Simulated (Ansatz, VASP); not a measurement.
# Bi (Bismuth) in two plane-wave programs

One calculation is typed for both programs; each brings its own data sets. How far apart do they land? The cell is taken from a series of runs on this material, whose earlier steps may have relaxed, scaled, displaced or heated it; both programs get it as it stands.

Calculated with Ansatz 0.2.0; plane waves, with VASP 6.6.1 beside it; zone-centre phonons at PBEsol.

### 1. Set-up

The structure is trigonal, space group R-3m (No. 166). The conventional cell has a = 4.514 Å, b = 4.514 Å, c = 11.768 Å, α = 90.00°, β = 90.00°, γ = 120.00°. Nearest to Bi lie 3 Bi at 3.08 Å.

As a file:

```cif
data_structure
_symmetry_space_group_name_H-M 'P 1'
_symmetry_Int_Tables_number 1
_cell_length_a 4.7096
_cell_length_b 4.7096
_cell_length_c 4.7096
_cell_angle_alpha 57.273
_cell_angle_beta 57.273
_cell_angle_gamma 57.273
_cell_volume 69.23
loop_
_atom_site_label
_atom_site_type_symbol
_atom_site_fract_x
_atom_site_fract_y
_atom_site_fract_z
_atom_site_occupancy
Bi1 Bi 0.23623 0.23623 0.23623 1
Bi2 Bi 0.76377 0.76377 0.76377 1
```

### 2. VASP: zone-centre phonons, PBEsol

Second derivatives magnify differences that forces hide, and they need a tight electronic threshold.

Lines of VASP's logs that name or quote its potential files are left out, and so is its time.

INCAR reads:

```
SYSTEM = Bi
PREC = Accurate
ENCUT = 500
EDIFF = 1E-08
NELM = 120
ISMEAR = 1
SIGMA = 0.2
LREAL = .FALSE.
ALGO = Normal
GGA = PS
NBANDS = 21
LORBIT = 11
LWAVE = .FALSE.
LCHARG = .FALSE.
ISIF = 2
IBRION = 8
LASPH = .TRUE.
GGA_COMPAT = .FALSE.
KPAR = 2
```

POSCAR reads:

```
Bi
1.0
    2.2571128588      1.3031447166      3.9227467048
   -2.2571128588      1.3031447166      3.9227467048
    0.0000000000     -2.6062894331      3.9227467049
Bi
2
Direct
    0.2362275730      0.2362275659      0.2362275730
    0.7637724270      0.7637724341      0.7637724270
```

KPOINTS reads:

```
Automatic mesh
0
Gamma
12 12 12
0 0 0
```

Potentials, in the order of the species: Bi_d (PBE family, release 64).

The run is started by

```console
> mpirun -np 2 vasp_std
```

Numbers of over 12 decimals in the logs are rounded to 6 here.

What it wrote:

```text
[banner, memory and clock lines left out]
running    2 mpi-ranks, on    1 nodes
 distrk:  each k-point on    1 cores,    2 groups
 distr:  one band on    1 cores,    1 groups

 POSCAR found type information on POSCAR Bi
 POSCAR found :  1 types and       2 ions
|                                                                             |
|               ----> ADVICE to this user running VASP <----                  |
|                                                                             |
|     You enforced a specific xc type in the INCAR file but a different       |
|     [... a line on the potential file left out ...]
|     I HOPE YOU KNOW WHAT YOU ARE DOING!                                     |
|                                                                             |

 LDA part: xc-table for (Slater+PW92), standard interpolation
 POSCAR, INCAR and KPOINTS ok, starting setup
 FFT: planning ... GRIDC
 FFT: planning ... GRID_SOFT
 FFT: planning ... GRID
 WAVECAR not read
 entering main loop
       N       E                     dE             d eps       ncg     rms          rms(c)
DAV:   1     0.298437134001E+03    0.29844E+03   -0.16056E+04  7938   0.167E+03
DAV:   2     0.161805845918E+02   -0.28226E+03   -0.27621E+03  8023   0.436E+02
DAV:   3    -0.775850321203E+01   -0.23939E+02   -0.23633E+02  9477   0.145E+02
DAV:   4    -0.858308492937E+01   -0.82458E+00   -0.82388E+00  9517   0.296E+01
DAV:   5    -0.862002507576E+01   -0.36940E-01   -0.36939E-01 11261   0.557E+00    0.106E+00
DAV:   6    -0.860868323655E+01    0.11342E-01   -0.20722E-02 10230   0.165E+00    0.619E-01
DAV:   7    -0.860418604379E+01    0.44972E-02   -0.13826E-02 10141   0.140E+00    0.118E-01
DAV:   8    -0.860415094984E+01    0.35094E-04   -0.16048E-03  9115   0.506E-01    0.165E-02
DAV:   9    -0.860415668366E+01   -0.57338E-05   -0.71027E-05 12063   0.789E-02    0.894E-03
DAV:  10    -0.860415612182E+01    0.56183E-06   -0.31939E-06  9420   0.125E-02    0.154E-03
DAV:  11    -0.860415623664E+01   -0.11482E-06   -0.28625E-07 10343   0.412E-03    0.780E-04
DAV:  12    -0.860415616105E+01    0.75591E-07   -0.54481E-08  7663   0.226E-03    0.220E-04
DAV:  13    -0.860415619585E+01   -0.34801E-07   -0.11358E-08  5639   0.131E-03    0.864E-05
DAV:  14    -0.860415620516E+01   -0.93059E-08   -0.21028E-09  5079   0.520E-04
   1 F= -.86041562E+01 E0= -.86046376E+01  d E =0.144433E-02
 Linear response reoptimize wavefunctions to high precision
DAV:   1    -0.860415620789E+01   -0.27303E-08   -0.78466E-10  5319   0.362E-04
DAV:   2    -0.860415620793E+01   -0.41837E-10   -0.28982E-10  4814   0.183E-04
 Linear response DOF=           2
 Linear response progress:
  Degree of freedom:   1/  2
       N       E                     dE             d eps       ncg     rms          rms(c)
RMM:   1    -0.328787307033E+00   -0.32879E+00    0.22091E-01 48404   0.840E+00
RMM:   2    -0.337368526849E+00   -0.85812E-02   -0.19982E-02 62328   0.117E+00    0.427E-02
RMM:   3    -0.337577781209E+00   -0.20925E-03   -0.16759E-03 66932   0.329E-01    0.246E-02
RMM:   4    -0.337459271052E+00    0.11851E-03   -0.13481E-04 68972   0.101E-01    0.575E-03
RMM:   5    -0.337464240169E+00   -0.49691E-05   -0.18588E-05 66624   0.324E-02    0.234E-03
RMM:   6    -0.337471201070E+00   -0.69609E-05   -0.78181E-07 68808   0.145E-02    0.947E-04
RMM:   7    -0.337471374387E+00   -0.17332E-06    0.15630E-06 68381   0.474E-03    0.331E-04
RMM:   8    -0.337466971452E+00    0.44029E-05    0.50428E-07 69565   0.172E-03    0.980E-05
RMM:   9    -0.337465398134E+00    0.15733E-05    0.93367E-07 70088   0.737E-04    0.286E-05
RMM:  10    -0.337465221246E+00    0.17689E-06    0.58596E-07 72014   0.342E-04    0.138E-05
RMM:  11    -0.337465170771E+00    0.50475E-07    0.34362E-07 72888   0.192E-04    0.101E-05
RMM:  12    -0.337464878120E+00    0.29265E-06    0.23224E-07 68591   0.122E-04    0.212E-06
RMM:  13    -0.337464908780E+00   -0.30660E-07    0.90456E-08 72438   0.806E-05    0.236E-06
RMM:  14    -0.337464838032E+00    0.70748E-07    0.61363E-08 70912   0.641E-05    0.690E-07
RMM:  15    -0.337464818877E+00    0.19155E-07    0.18362E-08 85464   0.564E-05    0.176E-07
RMM:  16    -0.337464820540E+00   -0.16638E-08    0.14230E-08 81125   0.525E-05    0.288E-07
 first order change of Fermi-energy  -0.17226E-04
 force on displaced ion       1 direction 1 :  -1.811   0.000   0.000
 Linear response progress:
  Degree of freedom:   2/  2
       N       E                     dE             d eps       ncg     rms          rms(c)
RMM:   1    -0.330031702536E+00   -0.33003E+00    0.24222E-01 10535   0.848E+00
RMM:   2    -0.338523600783E+00   -0.84919E-02   -0.19236E-02 13578   0.116E+00    0.393E-02
RMM:   3    -0.338630028050E+00   -0.10643E-03   -0.15738E-03 14624   0.320E-01    0.221E-02
RMM:   4    -0.338437137459E+00    0.19289E-03   -0.13592E-04 14791   0.104E-01    0.569E-03
RMM:   5    -0.338447557400E+00   -0.10420E-04   -0.16562E-05 15120   0.314E-02    0.329E-03
RMM:   6    -0.338460538459E+00   -0.12981E-04   -0.27670E-06 13944   0.141E-02    0.804E-04
RMM:   7    -0.338461731615E+00   -0.11932E-05   -0.37357E-07 14792   0.467E-03    0.555E-04
RMM:   8    -0.338460032632E+00    0.16990E-05   -0.46671E-08 12856   0.175E-03    0.849E-05
RMM:   9    -0.338459611615E+00    0.42102E-06   -0.53431E-08 15429   0.816E-04    0.503E-05
RMM:  10    -0.338459446097E+00    0.16552E-06    0.20605E-08 14966   0.311E-04    0.316E-05
RMM:  11    -0.338459342500E+00    0.10360E-06   -0.18280E-08 14399   0.179E-04    0.724E-06
RMM:  12    -0.338459393699E+00   -0.51199E-07   -0.22095E-08 15739   0.114E-04    0.269E-06
RMM:  13    -0.338459398746E+00   -0.50467E-08   -0.20723E-08 15804   0.795E-05    0.105E-06
 first order change of Fermi-energy   0.22765E+00
 force on displaced ion       1 direction 3 :   0.000  -0.000  -3.881
 Linear response finished
```

Parts of OUTCAR (step 2):

```text
ion  position               nearest neighbor table
   1  0.236  0.236  0.236-   2 3.08   2 3.08   2 3.08   2 3.47   2 3.47   2 3.47
   2  0.764  0.764  0.764-   1 3.08   1 3.08   1 3.08   1 3.47   1 3.47   1 3.47

  LATTYP: Found a trigonal (rhomboedric) cell.
 ALAT       =     4.7096375996
 COS(alpha) =     0.5406311253

 Subroutine GETGRP returns: Found 12 space group operations
 (whereof 12 operations were pure point group operations)

The static configuration has the point symmetry D_3d.

 Found    189 irreducible k-points:

   k-points           NKPTS =    189   k-points in BZ     NKDIM =    189   number of bands    NBANDS=     21

   dimension x,y,z NGX =    36 NGY =   36 NGZ =   36
   dimension x,y,z NGXF=    72 NGYF=   72 NGZF=   72

   ENCUT  =  500.0 eV  36.75 Ry    6.06 a.u.   8.59  8.59  8.59*2*pi/ulx,y,z

   NELECT =      30.0000    total number of electrons

 k-points in reciprocal lattice and weights: Automatic mesh
   0.00000000  0.00000000  0.00000000       0.001
   0.08333333 -0.00000000 -0.00000000       0.003
   0.16666667 -0.00000000  0.00000000       0.003
   0.25000000 -0.00000000  0.00000000       0.003
   0.33333333 -0.00000000 -0.00000000       0.003
   0.41666667 -0.00000000  0.00000000       0.003
   0.50000000 -0.00000000  0.00000000       0.002
   0.08333333  0.08333333 -0.00000000       0.003
   0.16666667  0.08333333  0.00000000       0.007
[...]
-0.41666667  0.50000000  0.41666667       0.003
   0.50000000  0.50000000  0.50000000       0.001

 average (electrostatic) potential at core
       1-104.1878       2-104.1878

  Total       -0.0326728     -0.0326728     -0.1595694      0.0000000     -0.0000000      0.0000000
  in kB       -0.7561533     -0.7561533     -3.6929449      0.0000000     -0.0000000      0.0000000
  external PRESSURE =      -1.7350838 kB  Pullay stress =       0.0000000 kB

  energy-cutoff  :      500.00
  volume of cell :       69.23
      direct lattice vectors                 reciprocal lattice vectors
     2.257112859  1.303144717  3.922746705     0.221521931  0.127895747  0.084974473
    -2.257112859  1.303144717  3.922746705    -0.221521931  0.127895747  0.084974473
     0.000000000 -2.606289433  3.922746705     0.000000000 -0.255791494  0.084974473

 POSITION                                       TOTAL-FORCE (eV/Angst)
 -----------------------------------------------------------------------------------
      0.00000     -0.00000      2.77998         0.000000      0.000000      0.003120
     -0.00000      0.00000      8.98826         0.000000     -0.000000     -0.003120
 -----------------------------------------------------------------------------------
    total drift:                                0.000000      0.000000     -0.000000

 Eigenvectors and eigenvalues of the dynamical matrix
 ----------------------------------------------------

   1 f  =    3.012903 THz    18.930630 2PiTHz  100.499636 cm-1    12.460361 meV
             X         Y         Z           dx          dy          dz
      0.000000 -0.000000  2.779983     0.000000    0.000000   -0.707107
     -0.000000  0.000000  8.988257    -0.000000   -0.000000    0.707107

   2 f  =    2.057954 THz    12.930507 2PiTHz   68.645959 cm-1     8.511010 meV
             X         Y         Z           dx          dy          dz
      0.000000 -0.000000  2.779983    -0.707107    0.000002    0.000000
     -0.000000  0.000000  8.988257     0.707107   -0.000002   -0.000000

   3 f  =    2.057954 THz    12.930507 2PiTHz   68.645959 cm-1     8.511010 meV
             X         Y         Z           dx          dy          dz
      0.000000 -0.000000  2.779983    -0.000002   -0.707107   -0.000000
     -0.000000  0.000000  8.988257     0.000002    0.707107    0.000000

   4 f  =    0.000000 THz     0.000000 2PiTHz    0.000001 cm-1     0.000000 meV
             X         Y         Z           dx          dy          dz
      0.000000 -0.000000  2.779983     0.029383    0.572156    0.414456
     -0.000000  0.000000  8.988257     0.029383    0.572156    0.414456

   5 f  =    0.000000 THz     0.000000 2PiTHz    0.000001 cm-1     0.000000 meV
             X         Y         Z           dx          dy          dz
      0.000000 -0.000000  2.779983    -0.027269   -0.413587    0.572890
     -0.000000  0.000000  8.988257    -0.027269   -0.413587    0.572890

   6 f/i=    0.000000 THz     0.000000 2PiTHz    0.000001 cm-1     0.000000 meV
             X         Y         Z           dx          dy          dz
      0.000000 -0.000000  2.779983     0.705970   -0.039789    0.004879
     -0.000000  0.000000  8.988257     0.705970   -0.039789    0.004879

 ELASTIC MODULI CONTR FROM IONIC RELAXATION (kBar)
 Direction    XX          YY          ZZ          XY          YZ          ZX
 --------------------------------------------------------------------------------
 XX        -158.1116     36.1664   -111.4632     -0.0000    194.7977      0.0000
 YY          36.1664   -158.1116   -111.4632      0.0000   -194.7977     -0.0000
 ZZ        -111.4632   -111.4632   -203.7646      0.0000      0.0000     -0.0000
 XY          -0.0000      0.0000      0.0000    -97.1390      0.0000    192.5286
 YZ         194.7977   -194.7977      0.0000      0.0000   -390.6377     -0.0000
 ZX           0.0000     -0.0000     -0.0000    192.5286     -0.0000   -381.5900
 --------------------------------------------------------------------------------
```

### 3. Ansatz: zone-centre phonons, PBEsol

Ansatz runs on its PAW soft_1 files.

The same cell, functional, mesh and smearing now go to Ansatz, which takes its cutoff from its data sets.

input.yaml reads:

```yaml
crystal:
  lattice:
    - [2.2571128588, 1.3031447166, 3.9227467048]
    - [-2.2571128588, 1.3031447166, 3.9227467048]
    - [0.0, -2.6062894331, 3.9227467049]
  atoms:
    - { symbol: Bi, position: [0.236227573, 0.2362275659, 0.236227573] }
    - { symbol: Bi, position: [0.763772427, 0.7637724341, 0.763772427] }
kpoints:
  mp_grid: { grid: [12, 12, 12] }
hamiltonian:
  xc: pbesol
  pseudopotentials: { kind: paw, azcp: { folder: soft_1 }, xc_functional: pbe }
scf:
  occupations: { method: methfessel_paxton, width: 0.2 }
output:
  eigenvalues: true
phonons:
  method: dfpt
```

The run is started by

```console
> ansatz run input.yaml --threads 4 --pin off --max-ram 10240MiB --backend cpu --events-out ev --progress --plain --runs-dir out
```

What it wrote:

```text
Engine: ansatz 0.2.0, aarch64-unknown-linux-gnu
Pseudopotentials: kind: paw
Pseudopotential: Bi, paw, valence charge 15, recommended cutoff 420 eV (normal), soft_1/Bi.paw.azcp
Functional definition: PBEsol
  exchange = pbesol_x
  correlation = pbesol_c
Crystal: 2 atoms, lattice volume = 69.229 Å³
Basis set: ecut = 420 eV, 1333 PW (Γ), exchange–correlation on 64×64×64 points (8 copies of the dense FFT grid, shifted against one another)
Bands: 19, of which v1, the nominal top of the filled ones, is band 15 counted from 1 (14 counted from 0)
Symmetry: 12 space group operations
k-points: 476 of 1728 (irreducible under 2 space group operations, time reversal used)
Non-local potential: Bi, projectors of the file, l = 0: 2, l = 1: 2, l = 2: 2, l = 3: 1
PAW form: soft (Blöchl's): semilocal exchange-correlation on the pseudo side does not see the compensation charge
PAW frozen core: Bi, regenerated for the run's functional, and the local potential with it (the file was generated under x = pbe(κ = 0.804, μ = 0.219515), c = pbe(β = 0.066725))
PAW one-centre angular grid: Bi, 590 points (default); XC on 64 Gauss nodes
Initial density: superposition of atomic densities (chi_scale 0.1, normalization cell)
Initial wavefunctions: pseudopotential atomic-orbital guess
Functional: x = pbesol(κ = 0.804, μ = 0.123457), c = pbesol(β = 0.046)
SCF iter   1: F=—  HF=-24488.944259 eV  |F-HF|=—  |Δ(HF+E_count)|=         —  Δρ=1.13e-2  dr2=7.47e-2  ethr=3.10e-3  ⟨swp⟩=5.5  Hψ=43752  notcnv=0
preconditioner: auto → Kerker (q_TF=auto, 2.373 Å⁻¹)  [metal: Δε(μ)=0.058 eV  Ē_g=20.202 eV  σ=0.200 eV  W_gap=0.24  n_scr=14 (ndim 8)  ℏωp=24.4 eV  f_vac=0.000  D(μ)=0.23/eV (n_scr^D=0)]
SCF iter   2: F=—  HF=-24488.935053 eV  |F-HF|=—  |Δ(HF+E_count)|=   9.21e-3  S|Δr|=    0.00e0  Δρ=7.25e-3  dr2=3.25e-2  ethr=2.49e-4  ⟨swp⟩=1.0  Hψ=12852  notcnv=0
SCF iter   3: F=—  HF=-24488.930882 eV  |F-HF|=—  |Δ(HF+E_count)|=   4.17e-3  S|Δr|=    0.00e0  Δρ=8.72e-4  dr2=7.90e-4  ethr=1.08e-4  ⟨swp⟩=2.0  Hψ=16194  notcnv=0
SCF iter   4: F=—  HF=-24488.930825 eV  |F-HF|=—  |Δ(HF+E_count)|=   5.74e-5  S|Δr|=    0.00e0  Δρ=3.69e-4  dr2=1.15e-4  ethr=2.63e-6  ⟨swp⟩=2.0  Hψ=16190  notcnv=0
SCF iter   5: F=—  HF=-24488.930806 eV  |F-HF|=—  |Δ(HF+E_count)|=   1.83e-5  S|Δr|=    0.00e0  Δρ=1.36e-4  dr2=2.33e-5  ethr=3.84e-7  ⟨swp⟩=2.0  Hψ=15120  notcnv=0
SCF iter   6: F=—  HF=-24488.930804 eV  |F-HF|=—  |Δ(HF+E_count)|=   2.44e-6  S|Δr|=    0.00e0  Δρ=2.88e-5  dr2=9.74e-7  ethr=7.77e-8  ⟨swp⟩=3.0  Hψ=16197  notcnv=0
SCF iter   7: F=—  HF=-24488.930808 eV  |F-HF|=—  |Δ(HF+E_count)|=   4.34e-6  S|Δr|=    0.00e0  Δρ=5.98e-6  dr2=5.04e-8  ethr=3.25e-9  ⟨swp⟩=2.2  Hψ=12542  notcnv=0
SCF iter   8: F=—  HF=-24488.930808 eV  |F-HF|=—  |Δ(HF+E_count)|=  5.78e-10  S|Δr|=    0.00e0  Δρ=1.29e-6  dr2=2.11e-9  ethr=1.68e-10  ⟨swp⟩=2.2  Hψ=12579  notcnv=0
SCF iter   9: F=—  HF=-24488.930808 eV  |F-HF|=—  |Δ(HF+E_count)|=  1.24e-10  S|Δr|=    0.00e0  Δρ=2.66e-7  dr2=9.31e-11  ethr=7.05e-12  ⟨swp⟩=2.9  Hψ=16218  notcnv=0
SCF iter  10: F=—  HF=-24488.930808 eV  |F-HF|=—  |Δ(HF+E_count)|=  1.09e-11  S|Δr|=    0.00e0  Δρ=8.93e-8  dr2=1.46e-11  ethr=1.00e-12  ⟨swp⟩=5.9  Hψ=35866  notcnv=0
SCF iter  11: F=-24488.930808 eV  HF=-24488.930808 eV  |F-HF|=3.64e-12  |Δ(HF+E_count)|=    0.00e0  S|Δr|=    0.00e0  Δρ=3.49e-8  dr2=1.67e-12  ethr=1.00e-12  ⟨swp⟩=5.0  Hψ=34756  notcnv=0
SCF 1 converged in 11 iterations: F = -24488.930808 eV  dr2 = 1.67e-12
  greatest PAW one-centre occupation: 0.988 electrons in one spin orbital (limit 2), on the Bi atom at site 1 (counted from 0), in its partial waves of l = 2
DFPT response loops at Γ: preconditioner auto → Kerker (q_TF=auto, 2.373 Å⁻¹) (partly filled bands, converged f_vac=0.000); β = 1.00, the filter's whole step (`scf.mixing.beta` (0.50) is not read by the response loops under this deck's `scf.mixing.preconditioner`; to damp them name `kerker` or `kerker_dos`, under which they read `scf.mixing.beta`, and type it under 1.00, their step now; both keys bind the ground state too); Broyden in place of MSR1
SCF converged after 11 iterations
Stability not checked: this state was not tested for a lower state beside it, because cold or Methfessel-Paxton smearing, or corrected tetrahedra, fill the levels in a way that the test cannot read (fill_not_monotonic; see scf.lower_state_search)
Free energy (F): -24488.930808 eV
Harris-Foulkes:  -24488.930808 eV  (|F-HF|=3.64e-12)
Internal energy: -24488.932234 eV  (E = F + TS)
E sigma→0 (E₀):  -24488.931165 eV
Entropy (-TS):   0.001426 eV (0.713 meV/atom)
Fermi energy:    9.805892 eV
--- Per-component energies (eV) ---
  E_band       = -214.237312
  E_kinetic    = 508.703736
  E_local      = -2687.698360  (includes V_loc(G=0)·N_el)
  E_nonlocal   = 820.622380
  E_hartree    = 998.745538
  E_xc         = -300.562433
  E_vxc        = -261.577076  (∫ρ·V_xc dr)
  E_paw        = -21019.204671  (= ΣΔE_a)
  E_vpaw       = -591.779489  (= ΣTr[D̂ρ^β])
  E_aug_tail   = 0.000419  (compensation charges beyond the density's cutoff)
  E_ewald      = -2809.718431
  E_core_change = 0.179589  (= ΣΔE_core)
  E_smearing   = 0.001426  (= −TS)
  E_closure    = 0.000000  (closes the sum)
  Σ components = -24488.930808   (vs F -24488.930808, Δ=0.00e0)
--- Band table (eV; the first three rows and the last of 476) ---
  k-point 0: bands = [... 11 lower, 2.3775, 8.2394, 8.6176, 8.6176, 12.5039, 12.8343, 12.8343, 15.2902]
  k-point 1: bands = [... 11 lower, 2.2184, 8.2784, 8.6161, 8.6177, 12.3612, 12.4892, 12.6492, 15.0335]
  k-point 2: bands = [... 11 lower, 1.7802, 8.3572, 8.6183, 8.6479, 11.6824, 12.0667, 12.1906, 14.7861]
  k-point 475: bands = [... 11 lower, -0.3014, 8.9920, 9.3034, 9.3034, 10.4133, 10.4133, 10.4520, 16.9275]
--- Phonons (Γ-DFPT): 2 representative perturbations + reference, on 476 of 1728 k-points (Σ response iterations 6) ---
  k mesh reduced under 2 symmetry operations, with k and −k counted as one. Each operation leaves every solved perturbation unchanged. A smaller set is not used because it would not reduce the number of displacements times k-points to solve
  ASR residual: 9.501e-6 → 0.000e0 eV/Å²; symmetrization residual: 3.387e-5 eV/Å²
  ASR residual per site (eV/Å²): 9.50e-6 9.50e-6
  Γ frequencies (cm⁻¹): 0.00 0.00 0.00 68.39 68.39 100.55
  non-analytic LO–TO correction: not included (Born effective charges unavailable; polar crystals: no LO–TO splitting at Γ)
```

### 4. Side by side

Known differences besides the potentials themselves: the cutoff is 420 eV in Ansatz and 500 eV in VASP; Ansatz makes its cores anew for this functional, VASP keeps those of its PBE data sets. Total energies have different zeros and are not compared.

The two programs side by side:

| quantity | Ansatz | VASP | difference |
| --- | --- | --- | --- |
| optical mode 1 to 2 (cm⁻¹) | 68.4 | 68.6 | -0.37 % |
| optical mode 3 (cm⁻¹) | 100.5 | 100.5 | +0.05 % |

Modes are paired by rising frequency, not by their patterns, so a pair may set unlike modes beside each other; they are those without the splitting of longitudinal modes.

### 5. Outcome

| Quantity | Value |
| --- | --- |
| r.m.s. difference of the optical zone-centre modes, each program's sorted by frequency (zone-centre phonons, PBEsol) | 0.21 cm⁻¹ |

**Reading.** The r.m.s. difference of the optical zone-centre modes, each program's sorted by frequency is 0.21 cm⁻¹ (zone-centre phonons, PBEsol). Such differences can come from data sets, numerical settings and the points named under the comparisons, not from the functional's error against experiment.

[Lines on the potential files, build, host, timing and source positions are cut from VASP's logs without a mark.]

[Logs are printed without paths, hosts, clocks, repeated set-up lines and the standing remarks that a program may print on its own settings, such as how far it seeks lower states.]

[Hosts, paths, dates, database ids (printed as entryN), source tags and the programs' standing remarks are cut or masked in the printed files.]
